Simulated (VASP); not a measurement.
# Gap of Te2Mo, level by level, part 2 of 2

How far up the ladder of functionals must one climb to get the gap of Te2Mo right? The start is a cell from a database of measured crystal structures.

VASP 6.6.1, plane waves and PAW; the level of theory is named at each step.

So far, least gap on mesh and path (eV): step 2 (bands, level LDA, k 5×5×1) 0.670; step 4 (bands, level r2SCAN, k 5×5×1) 0.813; step 5 (bands, level TB-mBJ, k 5×5×1) 0.816; step 6 (bands, level TPSS, k 5×5×1) 0.683; step 7 (bands, level SCAN, k 5×5×1) 0.843.

## Step 9: Bands with HSE06, k 5×5×1

This step: HSE06; plane waves and PAW (Te, Mo_sv) (VASP 6.6.1).

HSE06 mixes in a quarter of exact exchange at short range, at far higher cost; in semiconductors this cures much of the gap error, while metals seldom gain.

INCAR reads:

```
SYSTEM = Te2Mo
PREC = Accurate
ENCUT = 400
EDIFF = 1E-06
NELM = 100
ISMEAR = 0
SIGMA = 0.02
LREAL = .FALSE.
ALGO = Normal
LHFCALC = .TRUE.
AEXX = 0.25
GGA = PE
HFSCREEN = 0.2
LASPH = .TRUE.
NBANDS = 32
PRECFOCK = Fast
LORBIT = 11
LWAVE = .FALSE.
LCHARG = .FALSE.
KPAR = 2
```

POSCAR reads:

```
Te2Mo
1.0
    3.5182000000      0.0000000000      0.0000000000
   -1.7591000000      3.0468505756      0.0000000000
    0.0000000000      0.0000000000     13.9736000000
Te Mo
4 2
Direct
    0.3333333333      0.6666666667      0.6210000000
    0.6666666667      0.3333333333      0.1210000000
    0.3333333333      0.6666666667      0.8790000000
    0.6666666667      0.3333333333      0.3790000000
    0.3333333333      0.6666666667      0.2500000000
    0.6666666667      0.3333333333      0.7500000000
```

KPOINTS reads:

```
Automatic mesh
0
Gamma
5 5 1
0 0 0
```

KPOINTS_OPT reads:

```
Line mode
6
Line-mode
Reciprocal
  0.00000000   0.00000000   0.00000000 GAMMA
  0.50000000   0.00000000   0.00000000 M

  0.50000000   0.00000000   0.00000000 M
  0.33333333   0.33333333   0.00000000 K

  0.33333333   0.33333333   0.00000000 K
  0.00000000   0.00000000   0.00000000 GAMMA

  0.00000000   0.00000000   0.00000000 GAMMA
  0.00000000   0.00000000   0.50000000 A

  0.00000000   0.00000000   0.50000000 A
  0.50000000   0.00000000   0.50000000 L

  0.50000000   0.00000000   0.50000000 L
  0.33333333   0.33333333   0.50000000 H

  0.33333333   0.33333333   0.50000000 H
  0.00000000   0.00000000   0.50000000 A

  0.50000000   0.00000000   0.50000000 L
  0.50000000   0.00000000   0.00000000 M

  0.33333333   0.33333333   0.00000000 K
  0.33333333   0.33333333   0.50000000 H
```

Potentials, in the order of the species: Te and Mo_sv (PBE family, release 64).

The run starts from files that an earlier step left in the folder.

Run with:

```console
> mpirun -np 8 vasp_std
```

The job ended after 13 min (8 MPI ranks of Intel Xeon 6975P-C (Granite Rapids), shared host; peak memory 2.6 GiB).

The k-mesh is coarse for exact exchange; levels may shift by about 0.1 eV on a finer one.

The electronic bands at the labelled points (eV, zero at the valence-band top; v1 is the highest filled band, c1 the lowest empty one):

```tsv
point	v4	v3	v2	v1	c1	c2	c3	c4
Γ	-1.16	-1.16	-0.46	0.00	3.51	3.52	3.67	3.69
0.60 of the way	-1.35	-1.22	-1.19	-1.09	1.57	2.12	2.26	2.41
M	-1.17	-1.10	-0.73	-0.43	1.75	1.83	2.01	2.39
0.40 of the way	-2.06	-1.93	-0.60	-0.34	1.72	1.89	2.13	2.50
K	-2.15	-2.15	-0.31	-0.05	1.42	1.42	1.63	2.77
0.60 of the way	-1.25	-1.09	-0.81	-0.62	1.64	2.18	2.38	2.38
Γ	-1.16	-1.16	-0.46	0.00	3.51	3.52	3.66	3.72
0.40 of the way	-1.17	-1.17	-0.34	-0.02	3.52	3.53	3.62	3.66
A	-1.18	-1.18	-0.12	-0.12	3.55	3.55	3.56	3.57
0.40 of the way	-1.44	-1.44	-0.70	-0.70	2.21	2.22	2.78	2.79
L	-1.12	-1.12	-0.58	-0.58	1.78	1.78	2.21	2.21
0.60 of the way	-2.22	-2.22	-0.38	-0.38	1.69	1.69	2.38	2.38
H	-2.32	-2.32	-0.20	-0.20	1.43	1.43	2.14	2.14
0.40 of the way	-1.51	-1.51	-0.76	-0.76	1.47	1.47	2.17	2.17
A	-1.18	-1.18	-0.12	-0.12	3.55	3.55	3.56	3.58
jump to L	-1.12	-1.12	-0.58	-0.58	1.78	1.78	2.21	2.21
0.40 of the way	-1.14	-1.10	-0.67	-0.49	1.76	1.81	2.10	2.32
M	-1.17	-1.10	-0.73	-0.43	1.75	1.83	2.01	2.39
jump to K	-2.15	-2.15	-0.31	-0.05	1.42	1.42	1.63	2.77
0.60 of the way	-2.25	-2.25	-0.27	-0.12	1.42	1.42	1.83	2.47
H	-2.32	-2.32	-0.20	-0.20	1.43	1.43	2.14	2.14
```

Of the projections kept (Te, Mo), the largest for each band there; the rest of the weight can lie on other orbitals:

```tsv
point	v4	v3	v2	v1	c1	c2	c3	c4
Γ	Mo 0.76	Mo 0.76	Te 0.94	Mo 0.77	Te 0.71	Te 0.71	Te 0.74	Te 0.74
M	Mo 0.66	Mo 0.78	Te 0.80	Te 0.75	Mo 0.94	Mo 0.92	Mo 0.92	Mo 0.92
K	Te 0.59	Te 0.59	Mo 0.89	Mo 0.86	Mo 0.93	Mo 0.93	Mo 0.79	Mo 0.75
Γ	Mo 0.76	Mo 0.76	Te 0.94	Mo 0.77	Te 0.71	Te 0.71	Te 0.74	Te 0.72
A	Mo 0.75	Mo 0.75	Mo 0.65	Mo 0.65	Te 0.72	Te 0.72	Te 0.72	Te 0.72
L	Mo 0.72	Mo 0.72	Te 0.78	Te 0.78	Mo 0.94	Mo 0.94	Mo 0.92	Mo 0.92
```

The gap is 1.12 eV, indirect, from Γ to a point between the labelled ones. Against LDA that is +0.45 eV; this run took 23 times the core time, on fewer points of the path.

## Step 10: Bands with B3LYP, k 5×5×1

This step: B3LYP; plane waves and PAW (Te, Mo_sv) (VASP 6.6.1).

B3LYP, with a fifth of exact exchange, was fitted to molecules.

INCAR: that of step 9 with these lines changed.

```diff
@@ -10,5 +10,7 @@
 LHFCALC = .TRUE.
-AEXX = 0.25
-GGA = PE
-HFSCREEN = 0.2
+AEXX = 0.2
+GGA = B3
+AGGAX = 0.72
+AGGAC = 0.81
+ALDAC = 0.19
 LASPH = .TRUE.
@@ -16,2 +18,3 @@
 PRECFOCK = Fast
+HFRCUT = -1
 LORBIT = 11
```

POSCAR is that of step 9.

KPOINTS is that of step 9.

KPOINTS_OPT is that of step 9.

Run with:

```console
> mpirun -np 8 vasp_std
```

The job ended after 9.6 min (8 MPI ranks; peak memory 1.9 GiB).

The k-mesh is coarse for unscreened exact exchange, which converges slowly with it.

The electronic bands at the labelled points (eV, zero at the valence-band top; v1 is the highest filled band, c1 the lowest empty one):

```tsv
point	v4	v3	v2	v1	c1	c2	c3	c4
Γ	-1.19	-1.19	-0.47	0.00	3.84	3.84	4.01	4.03
0.60 of the way	-1.36	-1.23	-1.16	-1.12	1.99	2.49	2.66	2.79
M	-1.06	-1.04	-0.72	-0.42	2.07	2.16	2.41	2.75
0.40 of the way	-1.97	-1.92	-0.60	-0.38	2.08	2.27	2.51	2.86
K	-2.15	-2.15	-0.31	-0.07	1.77	1.77	2.09	3.16
0.60 of the way	-1.21	-1.10	-0.83	-0.61	2.04	2.57	2.75	2.77
Γ	-1.19	-1.19	-0.47	0.00	3.84	3.84	4.00	4.06
0.40 of the way	-1.20	-1.20	-0.35	-0.02	3.85	3.86	3.96	4.01
A	-1.21	-1.21	-0.13	-0.13	3.89	3.89	3.90	3.91
0.40 of the way	-1.40	-1.40	-0.70	-0.70	2.60	2.60	3.17	3.17
L	-1.03	-1.03	-0.57	-0.57	2.11	2.11	2.59	2.59
0.60 of the way	-2.20	-2.20	-0.40	-0.40	2.05	2.05	2.79	2.79
H	-2.31	-2.31	-0.20	-0.20	1.78	1.78	2.56	2.56
0.40 of the way	-1.47	-1.47	-0.79	-0.79	1.88	1.88	2.53	2.54
A	-1.21	-1.21	-0.13	-0.13	3.89	3.89	3.89	3.92
jump to L	-1.03	-1.03	-0.57	-0.57	2.11	2.11	2.59	2.59
0.40 of the way	-1.04	-1.03	-0.66	-0.48	2.09	2.14	2.49	2.69
M	-1.06	-1.04	-0.72	-0.42	2.07	2.16	2.41	2.75
jump to K	-2.15	-2.15	-0.31	-0.07	1.77	1.77	2.09	3.16
0.60 of the way	-2.24	-2.24	-0.27	-0.13	1.77	1.77	2.28	2.89
H	-2.31	-2.31	-0.20	-0.20	1.78	1.78	2.56	2.56
```

Of the projections kept (Te, Mo), the largest for each band there; the rest of the weight can lie on other orbitals:

```tsv
point	v4	v3	v2	v1	c1	c2	c3	c4
Γ	Mo 0.75	Mo 0.90	Te 0.94	Mo 0.77	Te 0.71	Te 0.71	Te 0.73	Te 0.73
M	Mo 0.66	Mo 0.78	Te 0.79	Te 0.74	Mo 0.94	Mo 0.91	Mo 0.92	Mo 0.92
K	Te 0.59	Te 0.59	Mo 0.89	Mo 0.87	Mo 0.93	Mo 0.93	Mo 0.79	Mo 0.75
Γ	Mo 0.76	Mo 0.90	Te 0.94	Mo 0.77	Te 0.71	Te 0.71	Te 0.73	Te 0.71
A	Mo 0.75	Mo 0.75	Mo 0.65	Mo 0.65	Te 0.71	Te 0.71	Te 0.71	Te 0.71
L	Mo 0.72	Mo 0.72	Te 0.77	Te 0.77	Mo 0.93	Mo 0.93	Mo 0.92	Mo 0.92
```

The gap is 1.55 eV, indirect, from Γ to a point between the labelled ones. Against LDA that is +0.88 eV; this run took 17 times the core time, on fewer points of the path.

## Step 11: Bands with HSE03, k 5×5×1

This step: HSE03; plane waves and PAW (Te, Mo_sv) (VASP 6.6.1).

HSE03, as typed here, screens exact exchange more strongly than HSE06 (HFSCREEN 0.3 against 0.2).

INCAR: that of step 10 with these lines changed.

```diff
@@ -10,7 +10,5 @@
 LHFCALC = .TRUE.
-AEXX = 0.2
-GGA = B3
-AGGAX = 0.72
-AGGAC = 0.81
-ALDAC = 0.19
+AEXX = 0.25
+GGA = PE
+HFSCREEN = 0.3
 LASPH = .TRUE.
@@ -18,3 +16,2 @@
 PRECFOCK = Fast
-HFRCUT = -1
 LORBIT = 11
```

POSCAR is that of step 10.

KPOINTS is that of step 10.

KPOINTS_OPT is that of step 10.

Run with:

```console
> mpirun -np 8 vasp_std
```

Run time: 9.8 min. Hardware: 8 MPI ranks; peak memory 2.5 GiB; 78 min of CPU time.

Electronic bands along the path, in eV, zero at the valence-band top; v1 is the highest filled band, c1 the lowest empty one:

```tsv
point	v4	v3	v2	v1	c1	c2	c3	c4
Γ	-1.14	-1.14	-0.45	0.00	3.33	3.34	3.48	3.50
0.60 of the way	-1.32	-1.19	-1.16	-1.06	1.40	1.95	2.07	2.24
M	-1.14	-1.07	-0.72	-0.42	1.59	1.66	1.82	2.19
0.40 of the way	-2.02	-1.89	-0.59	-0.33	1.55	1.72	1.95	2.31
K	-2.10	-2.10	-0.31	-0.06	1.26	1.26	1.47	2.58
0.60 of the way	-1.22	-1.05	-0.79	-0.60	1.48	2.02	2.20	2.21
Γ	-1.14	-1.14	-0.45	0.00	3.33	3.34	3.47	3.53
0.40 of the way	-1.15	-1.15	-0.33	-0.02	3.34	3.35	3.43	3.48
A	-1.16	-1.16	-0.11	-0.11	3.37	3.37	3.38	3.39
0.40 of the way	-1.42	-1.42	-0.69	-0.69	2.04	2.04	2.61	2.61
L	-1.09	-1.09	-0.57	-0.57	1.62	1.62	2.02	2.02
0.60 of the way	-2.17	-2.17	-0.38	-0.38	1.52	1.52	2.20	2.20
H	-2.28	-2.28	-0.20	-0.20	1.27	1.27	1.97	1.97
0.40 of the way	-1.48	-1.48	-0.73	-0.73	1.31	1.31	1.98	1.98
A	-1.16	-1.16	-0.11	-0.11	3.37	3.37	3.37	3.40
jump to L	-1.09	-1.09	-0.57	-0.57	1.62	1.62	2.02	2.02
0.40 of the way	-1.11	-1.08	-0.65	-0.48	1.60	1.64	1.91	2.13
M	-1.14	-1.07	-0.72	-0.42	1.59	1.66	1.82	2.19
jump to K	-2.10	-2.10	-0.31	-0.06	1.26	1.26	1.47	2.58
0.60 of the way	-2.21	-2.21	-0.27	-0.13	1.27	1.27	1.67	2.30
H	-2.28	-2.28	-0.20	-0.20	1.27	1.27	1.97	1.97
```

Of the projections kept (Te, Mo), the largest for each band there; the rest of the weight can lie on other orbitals:

```tsv
point	v4	v3	v2	v1	c1	c2	c3	c4
Γ	Mo 0.76	Mo 0.76	Te 0.94	Mo 0.77	Te 0.72	Te 0.72	Te 0.74	Te 0.74
M	Mo 0.67	Mo 0.78	Te 0.81	Te 0.76	Mo 0.95	Mo 0.92	Mo 0.92	Mo 0.92
K	Te 0.59	Te 0.59	Mo 0.89	Mo 0.86	Mo 0.93	Mo 0.93	Mo 0.79	Mo 0.75
Γ	Mo 0.76	Mo 0.76	Te 0.94	Mo 0.77	Te 0.72	Te 0.72	Te 0.74	Te 0.72
A	Mo 0.75	Mo 0.75	Mo 0.65	Mo 0.65	Te 0.72	Te 0.72	Te 0.72	Te 0.72
L	Mo 0.73	Mo 0.73	Te 0.78	Te 0.78	Mo 0.94	Mo 0.94	Mo 0.92	Mo 0.92
```

The gap is 0.97 eV, indirect, from Γ to a point between the labelled ones. Against LDA that is +0.30 eV; this run took 17 times the core time, on fewer points of the path.

## Step 12: Bands with PBE + SOC

This step: PBE, spin-orbit coupling; plane waves and PAW (Te, Mo_sv) (VASP 6.6.1).

Spin-orbit coupling needs spinors and the noncollinear program, where each band holds one electron.

INCAR reads:

```
SYSTEM = Te2Mo
PREC = Accurate
ENCUT = 400
EDIFF = 1E-06
NELM = 100
ISMEAR = 0
SIGMA = 0.02
LREAL = .FALSE.
ALGO = Normal
GGA = PE
LNONCOLLINEAR = .TRUE.
MAGMOM = 0 0 0 0 0 0 0 0 0 0 0 0 0 0 0 0 0 0
NBANDS = 64
GGA_COMPAT = .FALSE.
LASPH = .TRUE.
LSORBIT = .TRUE.
LMAXMIX = 4
LORBIT = 11
LWAVE = .FALSE.
LCHARG = .FALSE.
KPAR = 4
NCORE = 2
```

POSCAR is that of step 11.

KPOINTS reads:

```
Automatic mesh
0
Gamma
5 5 2
0 0 0
```

KPOINTS_OPT: that of step 11 with these lines changed.

```diff
@@ -1,3 +1,3 @@
 Line mode
-6
+16
 Line-mode
```

Run with:

```console
> mpirun -np 8 vasp_ncl
```

Wall time 1.9 min (8 MPI ranks); peak memory 2.9 GiB.

Electronic bands along the path, in eV, zero at the valence-band top; v1 is the highest filled band, c1 the lowest empty one:

```tsv
point	v4	v3	v2	v1	c1	c2	c3	c4
Γ	-0.37	-0.37	0.00	0.00	2.56	2.56	2.69	2.69
0.53 of the way	-0.97	-0.97	-0.84	-0.84	1.12	1.12	1.66	1.66
M	-0.58	-0.58	-0.33	-0.33	1.23	1.23	1.29	1.29
0.53 of the way	-0.55	-0.55	-0.25	-0.25	1.14	1.14	1.27	1.27
K	-0.37	-0.37	-0.05	-0.05	0.92	0.92	0.95	0.95
0.53 of the way	-0.78	-0.78	-0.59	-0.59	0.90	0.90	1.56	1.56
Γ	-0.37	-0.37	0.00	0.00	2.56	2.56	2.69	2.69
0.47 of the way	-0.25	-0.25	-0.02	-0.02	2.57	2.57	2.65	2.65
A	-0.09	-0.09	-0.09	-0.09	2.60	2.60	2.60	2.60
0.47 of the way	-0.79	-0.79	-0.79	-0.79	1.49	1.49	1.49	1.49
L	-0.46	-0.46	-0.46	-0.46	1.25	1.25	1.25	1.25
0.53 of the way	-0.49	-0.49	-0.31	-0.31	1.22	1.22	1.22	1.22
H	-0.34	-0.34	-0.13	-0.13	0.93	0.93	0.96	0.96
0.53 of the way	-0.76	-0.76	-0.66	-0.66	1.14	1.14	1.21	1.21
A	-0.09	-0.09	-0.09	-0.09	2.60	2.60	2.60	2.60
jump to L	-0.46	-0.46	-0.46	-0.46	1.25	1.25	1.25	1.25
0.47 of the way	-0.54	-0.54	-0.37	-0.37	1.24	1.24	1.28	1.28
M	-0.58	-0.58	-0.33	-0.33	1.23	1.23	1.29	1.29
jump to K	-0.37	-0.37	-0.05	-0.05	0.92	0.92	0.95	0.95
0.53 of the way	-0.35	-0.35	-0.09	-0.09	0.93	0.93	0.96	0.96
H	-0.34	-0.34	-0.13	-0.13	0.93	0.93	0.96	0.96
```

Of the projections kept (Te, Mo), the largest for each band there; the rest of the weight can lie on other orbitals:

```tsv
point	v4	v3	v2	v1	c1	c2	c3	c4
Γ	Te 0.88	Te 0.88	Mo 0.78	Mo 0.78	Te 0.68	Te 0.68	Te 0.71	Te 0.71
M	Te 0.78	Te 0.78	Te 0.74	Te 0.74	Mo 0.95	Mo 0.95	Mo 0.93	Mo 0.93
K	Mo 0.89	Mo 0.89	Mo 0.86	Mo 0.86	Mo 0.94	Mo 0.94	Mo 0.93	Mo 0.93
Γ	Te 0.88	Te 0.88	Mo 0.78	Mo 0.78	Te 0.68	Te 0.68	Te 0.71	Te 0.71
A	Mo 0.67	Mo 0.67	Mo 0.67	Mo 0.67	Te 0.69	Te 0.69	Te 0.69	Te 0.69
L	Te 0.76	Te 0.76	Te 0.76	Te 0.76	Mo 0.94	Mo 0.94	Mo 0.94	Mo 0.94
```

The gap is 0.69 eV, indirect, from Γ to a point between the labelled ones. Against PBE that is -0.01 eV, on another mesh; this run took 4.0 times the core time. The gap lies -0.27 eV from the measured 0.96 eV.

## Step 13: Bands with TB-mBJ + SOC

This step: TB-mBJ, spin-orbit coupling; plane waves and PAW (Te, Mo_sv) (VASP 6.6.1).

INCAR: that of step 12 with these lines changed.

```diff
@@ -4,3 +4,3 @@
 EDIFF = 1E-06
-NELM = 100
+NELM = 150
 ISMEAR = 0
@@ -9,3 +9,4 @@
 ALGO = Normal
-GGA = PE
+METAGGA = MBJ
+LASPH = .TRUE.
 LNONCOLLINEAR = .TRUE.
@@ -14,3 +15,2 @@
 GGA_COMPAT = .FALSE.
-LASPH = .TRUE.
 LSORBIT = .TRUE.
```

POSCAR is that of step 12.

KPOINTS is that of step 12.

KPOINTS_OPT is that of step 12.

Run with:

```console
> mpirun -np 8 vasp_ncl
```

Elapsed: 3.5 min, on 8 MPI ranks; peak memory 3.2 GiB; 28 min of CPU time.

Electronic bands along the path, in eV, zero at the valence-band top; v1 is the highest filled band, c1 the lowest empty one:

```tsv
point	v4	v3	v2	v1	c1	c2	c3	c4
Γ	-0.44	-0.44	0.00	0.00	2.55	2.55	2.68	2.68
0.53 of the way	-0.95	-0.95	-0.87	-0.87	1.20	1.20	1.69	1.69
M	-0.63	-0.63	-0.39	-0.39	1.25	1.25	1.32	1.32
0.53 of the way	-0.47	-0.47	-0.21	-0.21	1.19	1.19	1.31	1.31
K	-0.29	-0.29	0.00	0.00	0.98	0.98	1.01	1.01
0.53 of the way	-0.79	-0.79	-0.62	-0.62	1.00	1.00	1.62	1.62
Γ	-0.44	-0.44	0.00	0.00	2.55	2.55	2.68	2.68
0.47 of the way	-0.29	-0.29	-0.02	-0.02	2.56	2.56	2.64	2.64
A	-0.11	-0.11	-0.11	-0.11	2.59	2.59	2.59	2.59
0.47 of the way	-0.78	-0.78	-0.78	-0.78	1.55	1.55	1.55	1.55
L	-0.51	-0.51	-0.51	-0.51	1.28	1.28	1.28	1.28
0.53 of the way	-0.43	-0.43	-0.25	-0.25	1.26	1.26	1.26	1.26
H	-0.27	-0.27	-0.06	-0.06	0.99	0.99	1.02	1.02
0.53 of the way	-0.76	-0.76	-0.67	-0.67	1.22	1.22	1.29	1.29
A	-0.11	-0.11	-0.11	-0.11	2.59	2.59	2.59	2.59
jump to L	-0.51	-0.51	-0.51	-0.51	1.28	1.28	1.28	1.28
0.47 of the way	-0.59	-0.59	-0.43	-0.43	1.26	1.26	1.30	1.30
M	-0.63	-0.63	-0.39	-0.39	1.25	1.25	1.32	1.32
jump to K	-0.29	-0.29	0.00	0.00	0.98	0.98	1.01	1.01
0.53 of the way	-0.28	-0.28	-0.03	-0.03	0.98	0.98	1.02	1.02
H	-0.27	-0.27	-0.06	-0.06	0.99	0.99	1.02	1.02
```

Of the projections kept (Te, Mo), the largest for each band there; the rest of the weight can lie on other orbitals:

```tsv
point	v4	v3	v2	v1	c1	c2	c3	c4
Γ	Te 0.88	Te 0.88	Mo 0.78	Mo 0.78	Te 0.67	Te 0.67	Te 0.70	Te 0.70
M	Te 0.76	Te 0.76	Te 0.73	Te 0.73	Mo 0.95	Mo 0.95	Mo 0.92	Mo 0.92
K	Mo 0.90	Mo 0.90	Mo 0.87	Mo 0.87	Mo 0.94	Mo 0.94	Mo 0.93	Mo 0.93
Γ	Te 0.88	Te 0.88	Mo 0.78	Mo 0.78	Te 0.67	Te 0.67	Te 0.70	Te 0.70
A	Mo 0.68	Mo 0.68	Mo 0.68	Mo 0.68	Te 0.68	Te 0.68	Te 0.68	Te 0.68
L	Te 0.75	Te 0.75	Te 0.75	Te 0.75	Mo 0.94	Mo 0.94	Mo 0.94	Mo 0.94
```

The gap is 0.80 eV, indirect, from K to a point between the labelled ones. Against TB-mBJ that is -0.02 eV, on another mesh; this run took 4.3 times the core time. The gap lies -0.16 eV from the measured 0.96 eV.

## Step 14: The ladder as a table

This step: ladder of functionals on one cell; plane waves and PAW (VASP 6.6.1).

No new run; the numbers come from the runs before.

A gap of 0 means none; cost is the wall time of each run, as given at its step, times its ranks, without the set-up around it. Results by level, by row:

```tsv
level	gap (eV)	least direct gap (eV)	pressure (GPa)	cost (core minutes)
LDA	0.67	1.033	-2.42	4.53
PBE	0.705	1.039	2.95	3.87
r2SCAN	0.813	1.128	2.35	10.3
TB-mBJ	0.816	1.06	-	6.53
TPSS	0.683	1.046	1.69	10
SCAN	0.843	1.136	-0.05	10.3
HSE06	1.121	1.473	-	105
B3LYP	1.55	1.842	-	76.7
HSE03	0.968	1.322	-	78.1
PBE + SOC	0.69	0.973	2.86	15.6
TB-mBJ + SOC	0.8	0.98	-	28.3
```

## Step 15: Results

- gap, LDA: 0.670 eV
- gap, PBE: 0.705 eV
- gap, r2SCAN: 0.813 eV
- gap, TB-mBJ: 0.816 eV
- gap, TPSS: 0.683 eV
- gap, SCAN: 0.843 eV
- gap, HSE06: 1.12 eV
- gap, B3LYP: 1.55 eV
- gap, HSE03: 0.968 eV
- gap, PBE + SOC: 0.690 eV
- gap, TB-mBJ + SOC: 0.800 eV

What this shows: For Te2Mo, without spin-orbit coupling, the functional decides between a gap of 0.670 eV (LDA) and 1.55 eV (B3LYP), while across these levels the cost spans a factor of 27. No level that was run with spin-orbit coupling brings the gap within 0.15 eV of experiment (a bound picked here). In most such crystals zero-point and thermal motion narrow the gap, so the static value to match lies above the measured one, and levels a little over it fare better than the table shows. HSE06 moves the gap by +0.42 eV from PBE, at about 27 times the core time, though on fewer points of the path. Spin-orbit coupling changes the PBE gap by -0.01 eV (the two runs use different meshes). Adding the spin-orbit shift of PBE (-0.01 eV) to levels run without it gives estimates of 1.11 eV for HSE06, 1.54 eV for B3LYP and 0.95 eV for HSE03; the shift need not carry over unchanged. TB-mBJ lands -0.30 eV from HSE06 at 6.2 % of its cost. All levels use one geometry, and one mesh but for spin-orbit runs, kept coarse to afford the hybrids, so no gap here is fully converged. Costs come from a shared host, and the hybrids use PRECFOCK = Fast. These are single-particle gaps of a static lattice, without excitons or temperature.

Computed beside measured:

| quantity | measured | PBE + spin-orbit | TB-mBJ + spin-orbit | HSE06 plus the spin-orbit shift of PBE | B3LYP plus the spin-orbit shift of PBE | HSE03 plus the spin-orbit shift of PBE |
| --- | --- | --- | --- | --- | --- | --- |
| band gap (least gap) (eV) | 0.96 | 0.69 (-0.27 eV) | 0.80 (-0.16 eV) | 1.11 (+0.15 eV) | 1.54 (+0.58 eV) | 0.95 (-0.01 eV) |

Measured values from arxiv:1407.1219 (2014).

**Verdict.** For the band gap, of the levels listed nearest comes HSE03 plus the spin-orbit shift of PBE (-0.01 eV, good agreement) and farthest B3LYP plus the spin-orbit shift of PBE (+0.58 eV, a clear miss). Zero-point and thermal motion shift the measured gap. No cell relaxation is part of this session.

[Lines on the potential files, build, host, timing and source positions are cut from VASP's logs without a mark.]

[Logs are printed without paths, hosts, clocks, repeated set-up lines and the standing remarks that a program may print on its own settings, such as how far it seeks lower states.]

[Hosts, paths, dates, database ids (printed as entryN), source tags and the programs' standing remarks are cut or masked in the printed files.]

[A measured line is paired with the nearest computed mode of its activity, which favours agreement.]
